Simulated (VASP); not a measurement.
# Ag2Au (P-3m1) in VASP: a series of runs

One crystal, Ag2Au, is run at these levels: RPBE, vdW-DF-cx; tasks: relaxation of cell and atoms, relaxation of the atoms.

Program: VASP 6.6.1. These are calculated values, not measurements. Logs are shortened: lines on timing, memory, paths and dates and some standing lists are left out, and cuts for length are marked.

### Step 1. The crystal as given

The structure is trigonal, space group P-3m1 (No. 164). Conventional cell: a = 4.536 Å, b = 4.536 Å, c = 3.164 Å, α = 90.00°, β = 90.00°, γ = 120.00°. Ag (site symmetry 3m) has 3 Ag at 2.62 Å as nearest neighbours. Around Au (site symmetry -3m) lie 12 Ag at 3.04 to 3.08 Å and 2 Au at 3.16 Å.

The cell was built by a generator and needn't be a form met in nature.

### Step 2. Relaxation of cell and atoms, RPBE

INCAR

```
ALGO     = Fast           # electronic algorithm
EDIFF    = 1E-7           # SCF threshold, eV
EDIFFG   = -0.01          # ionic threshold
ENCUT    = 600            # plane-wave cutoff, eV
GGA      = RP             # functional
IBRION   = 2              # ionic algorithm
ISIF     = 3              # what is computed and relaxed
ISMEAR   = 1              # smearing method
LASPH    = T              # aspherical terms in the spheres
LCHARG   = F              # write CHGCAR
LREAL    = F              # projectors in reciprocal space
LWAVE    = F              # write WAVECAR
NELM     = 80             # most SCF steps
NSW      = 60             # ionic steps
PREC     = Accurate       # precision mode
SIGMA    = 0.2            # smearing width, eV
```

KPOINTS

```
k-points
0
Gamma
  7 7 8
```

POSCAR

```
Ag2Au
1.0
    4.5359449400      0.0000000000      0.0000000000
   -2.2679724700      3.9282435500      0.0000000000
    0.0000000000      0.0000000000      3.1644594600
Ag Au
2 1
Direct
    0.3333333300      0.6666666700      0.5148209900
    0.6666666700      0.3333333300      0.4851790100
    0.0000000000      0.0000000000      0.0000000000
```

Potentials or basis: VASP PAW PBE potentials, release 64 (Ag, Au).

Started as:

```console
$ cat potpaw_PBE.64/Ag/POTCAR potpaw_PBE.64/Au/POTCAR > POTCAR
$ mpirun -np 1 vasp_std > vasp.out
```

OUTCAR:

```text
EDIFF = 1E-7
   EDIFFG = -0.01
   ENCUT = 600
   GGA = RP
   IBRION = 2
   ISIF = 3
   ISMEAR = 1
   LASPH = T
   LREAL = F
   NELM = 80
   NSW = 60
   PREC = Accurate

 ion  position               nearest neighbor table
   1  0.333  0.667  0.515-   2 2.62   2 2.62   2 2.62   3 3.04   3 3.04   3 3.04   3 3.08   3 3.08
                             3 3.08
   2  0.667  0.333  0.485-   1 2.62   1 2.62   1 2.62   3 3.04   3 3.04   3 3.04   3 3.08   3 3.08
                             3 3.08
   3  0.000  0.000  0.000-   1 3.04   2 3.04   2 3.04   1 3.04   2 3.04   1 3.04   1 3.08   2 3.08
                             1 3.08   2 3.08   1 3.08   2 3.08

  LATTYP: Found a hexagonal cell.
 ALAT       =     4.5359449400
 C/A-ratio  =     0.6976406244

  Lattice vectors:

 A1 = (   4.5359449400,   0.0000000000,   0.0000000000)
 A2 = (  -2.2679724700,   3.9282435500,   0.0000000000)
 A3 = (   0.0000000000,   0.0000000000,   3.1644594600)

Analysis of symmetry for initial positions (statically):
=====================================================================
 Subroutine PRICEL returns:
 Original cell was already a primitive cell.

 Routine SETGRP: Setting up the symmetry group for a
 hexagonal supercell.

 Subroutine GETGRP returns: Found 12 space group operations
 (whereof 12 operations were pure point group operations)
 out of a pool of 24 trial point group operations.

The static configuration has the point symmetry D_3d.

Analysis of symmetry for dynamics (positions and initial velocities):
=====================================================================
 Subroutine PRICEL returns:
 Original cell was already a primitive cell.

 Routine SETGRP: Setting up the symmetry group for a
 hexagonal supercell.

 Subroutine GETGRP returns: Found 12 space group operations
 (whereof 12 operations were pure point group operations)
 out of a pool of 24 trial point group operations.

The dynamic configuration has the point symmetry D_3d.

 Subroutine INISYM returns: Found 12 space group operations
 (whereof 12 operations are pure point group operations),
 and found     1 'primitive' translations

----------------------------------------------------------------------------------------

                                     Primitive cell

  volume of cell :      56.3853

  direct lattice vectors                    reciprocal lattice vectors
     4.535944940  0.000000000  0.000000000     0.220461230  0.127283350  0.000000000
    -2.267972470  3.928243550  0.000000000     0.000000000  0.254566701  0.000000000
     0.000000000  0.000000000  3.164459460     0.000000000  0.000000000  0.316009736

  length of vectors
     4.535944940  4.535944942  3.164459460     0.254566701  0.254566701  0.316009736

  position of ions in fractional coordinates (direct lattice)
     0.333333330  0.666666670  0.514820990
     0.666666670  0.333333330  0.485179010
     0.000000000  0.000000000  0.000000000

  ion indices of the primitive-cell ions
   primitive index   ion index
                 1           1
                 2           2
                 3           3

----------------------------------------------------------------------------------------

 KPOINTS: k-points

Automatic generation of k-mesh.
 Grid dimensions read from file:
 generate k-points for:    7    7    8

 Generating k-lattice:

  Cartesian coordinates                     Fractional coordinates (reciprocal lattice)
     0.031494461  0.018183336  0.000000000     0.142857143 -0.000000000  0.000000000
     0.000000000  0.036366672  0.000000000     0.000000000  0.142857143  0.000000000
     0.000000000  0.000000000  0.039501217     0.000000000  0.000000000  0.125000000

  Length of vectors
     0.036366672  0.036366672  0.039501217

  Shift w.r.t. Gamma in fractional coordinates (k-lattice)
     0.000000000  0.000000000  0.000000000

 Subroutine IBZKPT returns following result:
 ===========================================

 Found     52 irreducible k-points:

 Following reciprocal coordinates:
            Coordinates               Weight
  0.000000  0.000000  0.000000      1.000000
  0.142857  0.000000  0.000000      6.000000
  0.285714 -0.000000  0.000000      6.000000
  0.428571 -0.000000  0.000000      6.000000
  0.142857  0.142857  0.000000      6.000000
  0.285714  0.142857  0.000000     12.000000
[... 16 lines left out ...]
  0.000000  0.142857  0.250000      6.000000
  0.285714 -0.000000  0.250000      6.000000
 [... further k-points ...]
   k-points           NKPTS =     52   k-points in BZ     NKDIM =     52   number of bands    NBANDS=     20
   number of dos      NEDOS =    301   number of ions     NIONS =      3
   total plane-waves  NPLWV =  36288
   dimension x,y,z NGX =    36 NGY =   36 NGZ =   28
   dimension x,y,z NGXF=    72 NGYF=   72 NGZF=   56
   ions per type =               2   1
   NGX,Y,Z   is equivalent  to a cutoff of  13.19, 13.19, 14.71 a.u.
   NGXF,Y,Z  is equivalent  to a cutoff of  26.39, 26.39, 29.42 a.u.
 SYSTEM =  unknown system
   PREC   = accura    normal or accurate (medium, high low for compatibility)
   ISTART =      0    job   : 0-new  1-cont  2-samecut
   ICHARG =      2    charge: 1-file 2-atom 10-const
   ISPIN  =      1    spin polarized calculation?
   LNONCOLLINEAR =      F non collinear calculations
   LSORBIT =      F    spin-orbit coupling
   LASPH  =      T    aspherical Exc in radial PAW
   ENCUT  =  600.0 eV  44.10 Ry    6.64 a.u.   9.06  9.06  6.32*2*pi/ulx,y,z
   NELM   =     80;   NELMIN=  2; NELMDL= -5     # of ELM steps
   EDIFF  = 0.1E-06   stopping-criterion for ELM
   LREAL  =      F    real-space projection
   EDIFFG = -.1E-01   stopping-criterion for IOM
   NSW    =     60    number of steps for IOM
   IBRION =      2    ionic relax: 0-MD 1-quasi-New 2-CG
   NFREE  =      1    steps in history (QN), initial steepest desc. (CG)
   ISIF   =      3    stress and relaxation
   ISYM   =      2    0-nonsym 1-usesym 2-fastsym
   POTIM  = 0.5000    time-step for ionic-motion
   TEBEG  =    0.0;   TEEND  =   0.0 temperature during run
   PSTRESS=    0.0 pullay stress
   NELECT =      33.0000    total number of electrons
   NUPDOWN=      -1.0000    fix difference up-down
   EMIN   =  10.00;   EMAX   =-10.00  energy-range for DOS
   EFERMI =   0.00;   METHOD = LEGACY
   ISMEAR =     1;   SIGMA  =   0.20  broadening in eV -4-tet -1-fermi 0-gaus
   EFERMI_NEDOS =   21; number of points for ismear=-14 and -15
   IALGO  =     68    algorithm
   IMIX   =      4    mixing-type and parameters
     AMIX     =   0.40;   BMIX     =  1.00
     AMIX_MAG =   1.60;   BMIX_MAG =  1.00
  volume/ion in A,a.u.               =      18.80       126.84
  Fermi-wavevector in a.u.,A,eV,Ry     =   1.369381  2.587755 25.513697  1.875204
  Thomas-Fermi vector in A             =   2.495261
   LORBIT       =      0    0 simple, 1 ext, 2 COOP (PROOUT), +10 PAW based schemes
   GGA     = RP    functional components
   LHFCALC =     F    Hartree Fock is set to
   AEXX    =    0.0000 exact exchange contribution
   IVDW    =     0    specifies the selected vdW correction
   LEPSILON=     F    determine dielectric tensor
   LRPA    =     F    only Hartree local field effects (RPA)
 conjugate gradient relaxation of ions
 non-spin polarized calculation
 RMM-DIIS sequential band-by-band and
 Methfessel and Paxton  Order N= 1 SIGMA  =   0.20
  energy-cutoff  :      600.00
  volume of cell :       56.39
 maximum number of plane-waves:      1896
   NGX = 19   NGY = 19   NGZ = 13

--------------------------------------- Ionic step        1  -------------------------------------------

 number of electron      32.9999996 magnetization

 Free energy of the ion-electron system (eV)
  ---------------------------------------------------
  ext. energy  EPLUGINS =         0.00000000
  ---------------------------------------------------
  free energy    TOTEN  =        -6.70214037 eV

  energy without entropy =       -6.69340476  energy(sigma->0) =       -6.69922850

------------------------ aborting loop because EDIFF is reached ----------------------------------------

  FORCE on cell =-STRESS in cart. coord.  units (eV):
  Direction    XX          YY          ZZ          XY          YZ          ZX
  --------------------------------------------------------------------------------------
  -------------------------------------------------------------------------------------
  Total        2.3464253      2.3464253     -1.6567077      0.0000000      0.0000000      0.0000000
  in kB       66.6732461     66.6732462    -47.0750471      0.0000000      0.0000000      0.0000000
  external PRESSURE =      28.7571484 kB  Pullay stress =       0.0000000 kB
[... 92 lines left out ...]
  FREE ENERGIE OF THE ION-ELECTRON SYSTEM (eV)
  ---------------------------------------------------
  free  energy   TOTEN  =        -6.8545704416 eV

  energy  without entropy=       -6.8484260874  energy(sigma->0) =       -6.85252232

[... ionic steps 4 to 39 ...]

--------------------------------------- Ionic step       40  -------------------------------------------

 number of electron      32.9999996 magnetization

------------------------ aborting loop because EDIFF is reached ----------------------------------------

  FORCE on cell =-STRESS in cart. coord.  units (eV):
  Direction    XX          YY          ZZ          XY          YZ          ZX
  --------------------------------------------------------------------------------------
  -------------------------------------------------------------------------------------
  Total        0.0061160      0.0061160      0.0046226      0.0000000      0.0000000      0.0000000
  in kB        0.1746710      0.1746710      0.1320207      0.0000000      0.0000000      0.0000000
  external PRESSURE =       0.1604542 kB  Pullay stress =       0.0000000 kB
[... 59 lines left out ...]
  energy  without entropy=       -7.0773177479  energy(sigma->0) =       -7.07850915

--------------------------------------- Ionic step       42  -------------------------------------------

 number of electron      32.9999996 magnetization

 Free energy of the ion-electron system (eV)
  ---------------------------------------------------
  ext. energy  EPLUGINS =         0.00000000
  ---------------------------------------------------
  free energy    TOTEN  =        -7.07912834 eV

  energy without entropy =       -7.07738044  energy(sigma->0) =       -7.07854571

 E-fermi :   7.6778     XC(G=0): -11.6995

 val. band max:        7.5466146540   @ k =   0.1429   0.0000   0.5000
 cond. band min:       7.7061365724   @ k =  -0.1429   0.4286   0.1250
 fundamental gap:      0.1595219184
 Fermi energy:         7.6778393010

 k-point     1 :       0.0000    0.0000    0.0000
  band No.  band energies     occupation
      1      -0.1658      2.00000
      2       2.0603      2.00000
      3       2.1638      2.00000
      4       2.9174      2.00000
      5       3.0220      2.00000
      6       3.0220      2.00000
[... 12 lines left out ...]
     19      11.8189      0.00000
[... 513 lines left out ...]
      4       2.5295      2.00000
      5       2.7114      2.00000
      6       2.7897      2.00000
[... 12 lines left out ...]
     19      11.4655     -0.00000
     20      14.4974      0.00000

 [... further k-points ...]

------------------------ aborting loop because EDIFF is reached ----------------------------------------

  FORCE on cell =-STRESS in cart. coord.  units (eV):
  Direction    XX          YY          ZZ          XY          YZ          ZX
  --------------------------------------------------------------------------------------
  -------------------------------------------------------------------------------------
  Total       -0.0063914     -0.0063914     -0.0202062      0.0000000     -0.0000000      0.0000000
  in kB       -0.1824352     -0.1824352     -0.5767662      0.0000000     -0.0000000      0.0000000
  external PRESSURE =      -0.3138789 kB  Pullay stress =       0.0000000 kB
[... 18 lines left out ...]
  FREE ENERGIE OF THE ION-ELECTRON SYSTEM (eV)
  ---------------------------------------------------
  free  energy   TOTEN  =        -7.0791283445 eV

  energy  without entropy=       -7.0773804416  energy(sigma->0) =       -7.07854571

 reached required accuracy - stopping structural energy minimisation
```

It took 18 min on 1 thread of Intel Xeon Platinum 8488C (Sapphire Rapids), shared host; peak memory 0.26 GiB.

What came out:

* Free energy: -7.0791 eV
* Relaxed volume: 18.71 Å³/atom
* Relaxed cell: a = 4.768 Å, b = 4.768 Å, c = 2.851 Å, α = 90.00°, β = 90.00°, γ = 120.00°
* Space group after relaxing (to 0.05 Å): P-3m1 (No. 164)
* Energy gained by relaxing: 125.7 meV/atom
* Ionic steps: 42
* Pressure after relaxing: 0.0 GPa
* Largest force after relaxing: 0.010 eV/Å
* Band gap on the k mesh: none (metal or under the smearing width)

Forces on the atoms (eV/Å):
```
Ag   0.000  0.000  0.010
Ag   0.000  0.000 -0.010
Au   0.000  0.000  0.000
```

Step by step:
```
step  energy change (eV)  largest force (eV/Å)  pressure (GPa)  volume (Å³)
   1              0.0000                0.1075            2.88        56.39
   3             -0.1524                0.0513           -4.63        60.94
   5             -0.2678                0.0376           -1.59        57.98
   7             -0.2793                0.0470           -0.29        56.79
   9             -0.2803                0.0469            0.04        56.60
  11             -0.2805                0.0466            0.03        56.60
  13             -0.2824                0.0613           -0.19        56.77
  15             -0.2895                0.0982           -1.07        57.41
  17             -0.2931                0.1110           -1.89        58.07
  19             -0.2932                0.1096           -1.90        58.07
  21             -0.2936                0.1097           -1.92        58.09
  23             -0.2950                0.1088           -2.00        58.15
  25             -0.2994                0.1019           -2.32        58.41
  27             -0.3064                0.0658           -2.59        58.67
  29             -0.3278                0.0727           -1.51        57.97
  31             -0.3385                0.0394           -1.60        57.83
  33             -0.3747                0.0139            0.98        55.48
  35             -0.3764                0.0094            0.28        55.96
  37             -0.3768                0.0129           -0.11        56.20
  39             -0.3769                0.0120           -0.01        56.12
  41             -0.3770                0.0113            0.00        56.11
  42             -0.3770                0.0097           -0.03        56.13
```

Final structure:
```
Ag Au
1.0
     4.76803    0.00000    0.00000
    -2.38401    4.12923    0.00000
     0.00000    0.00000    2.85093
Ag Au
2 1
Cartesian
  0.0000 2.7528 1.9375
  2.3840 1.3764 0.9134
  0.0000 0.0000 2.8509
```

Levels at points of the mesh, in eV from the Fermi level:
| k point | band 13 | band 14 | band 15 | band 16 | band 17 | band 18 | band 19 | band 20 |
| --- | --- | --- | --- | --- | --- | --- | --- | --- |
| (0.00, 0.00, 0.00) | -3.34 | -3.34 | -2.77 | -2.77 | 3.56 | 4.14 | 4.14 | 4.56 |
| (0.00, 0.00, 0.50) | -2.58 | -2.58 | -2.51 | -0.23 | 0.24 | 6.41 | 6.52 | 6.52 |

Caveat: the PAW data sets were made with another functional, which shifts forces and pressure a little. The run has no spin-orbit coupling, so splittings on Au are missing.

### Step 3. Relaxation of the atoms, vdW-DF-cx

INCAR

```
AGGAC    = 0.0          
ALGO     = Normal         # electronic algorithm
EDIFF    = 1E-7           # SCF threshold, eV
EDIFFG   = -0.02          # ionic threshold
ENCUT    = 520            # plane-wave cutoff, eV
GGA      = CX             # functional
IBRION   = 2              # ionic algorithm
ISIF     = 2              # what is computed and relaxed
ISMEAR   = 0              # smearing method
LASPH    = T              # aspherical terms in the spheres
LCHARG   = F              # write CHGCAR
LREAL    = F              # projectors in reciprocal space
LUSE_VDW = T            
LWAVE    = F              # write WAVECAR
NELM     = 100            # most SCF steps
NSW      = 40             # ionic steps
PREC     = Accurate       # precision mode
SIGMA    = 0.05           # smearing width, eV
```

KPOINTS is that of step 2.

POSCAR

```
Ag2Au
1.0
    4.5359449400      0.0000000000      0.0000000000
   -2.2679724700      3.9282435500      0.0000000000
    0.0000000000      0.0000000000      3.1644594600
Ag Au
2 1
Selective dynamics
Direct
    0.3333333300      0.6666666700      0.5148209900  F F F
    0.6666666700      0.3333333300      0.4851790100  T T T
    0.0000000000      0.0000000000      0.0000000000  T T T
```

Potentials or basis: VASP PAW PBE potentials, release 54 (Ag, Au).

Started as:

```console
$ cat potpaw_PBE.54/Ag/POTCAR potpaw_PBE.54/Au/POTCAR > POTCAR
$ mpirun -np 1 vasp_std > vasp.out
```

Run time: 23 min. Hardware: 1 thread of Intel Xeon Platinum 8488C (Sapphire Rapids), shared host; peak memory 0.42 GiB.

It converged, with:

- Free energy: -0.3733 eV
- Energy gained by relaxing: 80.3 meV/atom
- Ionic steps: 26
- Pressure after relaxing: -8.0 GPa
- Band gap on the k mesh: none (metal or under the smearing width)

Stress tensor (GPa, compression positive):
```
 -6.33   0.00   0.00
  0.00  -6.33   0.00
  0.00   0.00 -11.42
```

Step by step:
| step | energy change (eV) | largest force (eV/Å) | pressure (GPa) |
| --- | --- | --- | --- |
| 1 | 0.0000 | 0.1120 | -6.68 |
| 2 | -0.0006 | 0.1199 | -6.67 |
| 3 | -0.0026 | 0.1424 | -6.68 |
| 4 | -0.0070 | 0.1860 | -6.71 |
| 5 | -0.0177 | 0.2655 | -6.76 |
| 6 | -0.0440 | 0.3953 | -6.86 |
| 7 | -0.0979 | 0.5181 | -6.84 |
| 8 | -0.1159 | 0.4258 | -5.61 |
| 9 | -0.1277 | 0.4446 | -6.22 |
| 10 | -0.1287 | 0.4436 | -6.22 |
| 11 | -0.1315 | 0.4401 | -6.20 |
| 12 | -0.1354 | 0.4299 | -6.14 |
| 13 | -0.1357 | 0.3937 | -5.96 |
| 14 | -0.1368 | 0.4128 | -6.05 |
| 15 | -0.1410 | 0.4085 | -6.09 |
| 16 | -0.1535 | 0.3906 | -6.39 |
| 17 | -0.1766 | 0.3482 | -6.87 |
| 18 | -0.2130 | 0.2369 | -7.66 |
| 19 | -0.2297 | 0.1646 | -8.21 |
| 20 | -0.2339 | 0.1277 | -8.21 |
| 21 | -0.2339 | 0.1245 | -8.22 |
| 22 | -0.2358 | 0.1082 | -8.20 |
| 23 | -0.2396 | 0.0578 | -8.12 |
| 24 | -0.2389 | 0.0696 | -7.84 |
| 25 | -0.2407 | 0.0237 | -8.02 |
| 26 | -0.2409 | 0.0102 | -8.03 |

Final structure:
```yaml
crystal:
  lattice:
    - [4.53594, 0.00000, 0.00000]
    - [-2.26797, 3.92824, 0.00000]
    - [0.00000, 0.00000, 3.16446]
  atoms:
    - { symbol: Ag, position: [0.33333, 0.66667, 0.51482] }
    - { symbol: Ag, position: [0.66667, 0.33333, 0.16922] }
    - { symbol: Au, position: [0.00000, 0.00000, 0.84483] }
```

Levels at points of the mesh, in eV from the Fermi level:
| k point | band 14 | band 15 | band 16 | band 17 | band 18 | band 19 |
| --- | --- | --- | --- | --- | --- | --- |
| (0.00, 0.00, 0.00) | -3.23 | -2.80 | -2.80 | 4.60 | 5.18 | 5.18 |
| (0.00, 0.00, 0.50) | -2.16 | -2.16 | -1.16 | -0.89 | 6.41 | 6.41 |

Caveat: the PAW data sets were made with another functional, which shifts forces and pressure a little.
